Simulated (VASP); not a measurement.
Data:

```xyz
2
Lattice="1.7835 -3.0890 0.0000 1.7835 3.0890 0.0000 0.0000 0.0000 5.5146" Properties=species:S:1:pos:R:3 pbc="T T T"
Dy     1.7835     1.0297     1.3787
Dy     1.7835    -1.0297     4.1360
```

The numbers are results of PBE GGA with D3 dispersion (Becke-Johnson damping), VASP's PBE PAW potentials (set 64) (plane waves; VASP), not measurements. Run with 520 eV cut-off, Gaussian smearing of 0.050 eV, potentials Dy_3.

The 4f electrons are frozen in the core of the lanthanide potential, so 4f levels, which can set the real gap, and their magnetism are missing.

Question: Give the energies of bands 7 to 12 at the high-symmetry points, in eV from the Fermi level.

Answer: 
| band | Γ | M | K | A | L | H |
|---|---|---|---|---|---|---|
| 7 | -5.19 | -1.94 | -1.00 | -3.50 | -1.99 | -0.61 |
| 8 | -2.22 | -1.50 | -0.72 | -3.50 | -1.99 | -0.61 |
| 9 | 1.52 | -1.01 | -0.72 | 1.07 | 0.04 | -0.42 |
| 10 | 1.81 | 0.10 | -0.41 | 1.07 | 0.04 | -0.42 |
| 11 | 1.81 | 1.44 | 1.23 | 1.70 | 1.79 | 0.62 |
| 12 | 2.33 | 1.72 | 1.23 | 1.70 | 1.79 | 0.62 |

It has no gap at this level: it comes out as a metal or semimetal.

The compound is Dy in the hcp structure. It was relaxed first.
